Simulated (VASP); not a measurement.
Data:

```
CELL_PARAMETERS angstrom
      5.85712     0.00000     0.00000
      0.00000     5.85712     0.00000
      0.00000     0.00000     5.85712
ATOMIC_POSITIONS crystal
  Zn 0.00000 0.00000 0.00000
  S  0.23455 0.23455 0.23455
  S  0.76545 0.76545 0.23455
  S  0.76545 0.23455 0.76545
  S  0.23455 0.76545 0.76545
  Hg 0.50000 0.50000 0.00000
  Hg 0.50000 0.00000 0.50000
  Hg 0.00000 0.50000 0.50000
```

These are PBE GGA, VASP's PBE PAW potentials (set 64) (plane waves; VASP) values and carry that method's errors. Numerical set-up: 400 eV cut-off, Gaussian smearing of 0.050 eV, potentials Zn S Hg.

### Question
Give the energies of bands 27 to 40 at the high-symmetry points, in eV from the Fermi level.

### Answer

| band | Γ | X | M | R |
|---|---|---|---|---|
| 27 | -4.37 | -3.03 | -4.00 | -5.00 |
| 28 | -2.10 | -2.48 | -3.57 | -4.74 |
| 29 | -2.10 | -2.48 | -2.21 | -1.07 |
| 30 | -2.10 | -2.41 | -2.21 | -1.07 |
| 31 | -1.92 | -2.24 | -2.01 | -1.07 |
| 32 | -1.92 | -1.94 | -1.96 | -0.73 |
| 33 | -1.92 | -1.19 | -0.95 | -0.73 |
| 34 | 0.00 | -1.19 | -0.94 | -0.73 |
| 35 | 0.00 | -0.87 | -0.94 | -0.54 |
| 36 | 0.00 | -0.87 | -0.37 | -0.54 |
| 37 | 0.00 | 2.56 | 2.58 | 1.70 |
| 38 | 2.89 | 2.66 | 2.99 | 1.70 |
| 39 | 2.89 | 3.78 | 2.99 | 1.70 |
| 40 | 3.66 | 4.26 | 4.19 | 2.64 |

It has no gap at this level: it comes out as a metal or semimetal.

The structure was generated: Hg3ZnS4 was put into an ordered model structure (P-43m), which need not be its known phase. It was relaxed first, which changed the volume by +6 %.
